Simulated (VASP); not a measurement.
**AlN: band gap against strain**

AlN (wurtzite, P6_3mc, 10.458 Å³/atom and stress up to 0.12 GPa in the relaxed cell, c along z) under an equal strain ε along x and y, with z held. PBEsol in VASP (plane waves, PAW), 600 eV, 12×12×6 Γ-centred mesh, Gaussian smearing 0.05 eV; ions are relaxed, or left where forces stay under 0.02 eV/Å, within the symmetry of each cell. Gaps are the smallest on the run's k-mesh, which can miss an edge that lies off it, without spin-orbit coupling; in all rows the valence edge lies at Γ and the conduction edge at Γ.

Here s stands for strain and Eg for gap.

```csv
strain (%),gap (eV)
0.00,4.115
0.50,4.002
1.00,3.892
1.50,3.783
3.00,?
```

Problem. Fit Eg against s with a straight line, and predict the withheld value at s = 3.00.

Solution. Means: s 0.75000, Eg 3.9480. About the means, the sum of products is -0.27650 and the sum of squares of s is 1.2500; the slope is their ratio. Least squares gives Eg = 4.1139 - 0.22120·s. Residuals (row less fit): 0.0011, -0.0013, -0.0007, 0.0009; standard error 0.0014 (degrees of freedom: 2). Over these rows the gap moves by -22.1 ± 0.1 eV per unit strain. At the withheld row, Eg = 4.1139 - 0.22120 × 3.0 = 3.4503 eV. The calculation gives 3.466 eV, 0.0157 eV above the prediction (2.4 % of the range of Eg in the table). The row lies outside the fitted rows, so this is an extrapolation. From the scatter of the fitted rows alone, a prediction at this place has a standard error of 0.0033 eV, so the miss is 4.8 times that.

A polynomial of degree 2 through the 6 other runs of the series gives 3.466 there, so most of the miss is curvature that the fit leaves out. Rows are the converged runs of the series near zero and its far end; series whose fitted rows scatter by over a few per cent of the range, as at a crossing or softening among them, aren't shown in this form, nor equations of state whose B0' disagrees with the runs' pressures. Most that stay on the fit to the last digits aren't either.
